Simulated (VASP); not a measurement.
Consider the following.

```
MoS2
1.0
    1.58054    -2.73758     0.00000
    1.58054     2.73758     0.00000
    0.00000     0.00000    12.31598
Mo S
2 4
Direct
  0.33333   0.66667   0.25000
  0.66667   0.33333   0.75000
  0.33333   0.66667   0.87696
  0.66667   0.33333   0.37696
  0.66667   0.33333   0.12304
  0.33333   0.66667   0.62304
```

Method: PBE GGA with D3 dispersion (zero damping), VASP's PBE PAW potentials (set 64) (plane waves; VASP). Numerical set-up: 520 eV cut-off, 9×9×2 Γ-centred mesh, tetrahedra with Blöchl corrections, potentials Mo_sv S.

Question: Predict the energy per atom (σ→0).

Answer: 
| Item | Value |
|---|---|
| energy per atom (σ→0) | -7533 meV/atom |

Total energies compare only between runs with the same potentials, cut-off and functional.

The compound is MoS2 in the 2H layered structure. It was relaxed first.
